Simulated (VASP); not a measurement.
Data:

```
AlRu
1.0
    2.98579     0.00000     0.00000
    0.00000     2.98579     0.00000
    0.00000     0.00000     2.98579
Al Ru
1 1
Direct
  0.50000   0.50000   0.50000
  0.00000   0.00000   0.00000
```

All values below come from revPBE GGA, VASP's PBE PAW potentials (set 64) (plane waves; VASP 6.6.1). Run with 520 eV cut-off, 12×12×12 Γ-centred mesh, first-order Methfessel-Paxton smearing of 0.10 eV, potentials Al Ru_pv.

Task: Predict the energy per atom (σ→0), pressure, band gap (on the k-mesh) with the smallest direct gap where there is one.

Result: 
```json
{
  "band gap (on the k-mesh)": "none (metal, semimetal or under 0.01 eV)",
  "energy per atom (σ→0)": "-6.772 eV/atom",
  "pressure": "6.20 GPa"
}
```

Only differences to runs with the same potentials and settings are physical.

The compound is RuAl in the CsCl type structure. This cell is one point of a volume scan, at 0.97 of the reference volume. The electron count is odd and the run is not spin-polarised, which forces a metal.
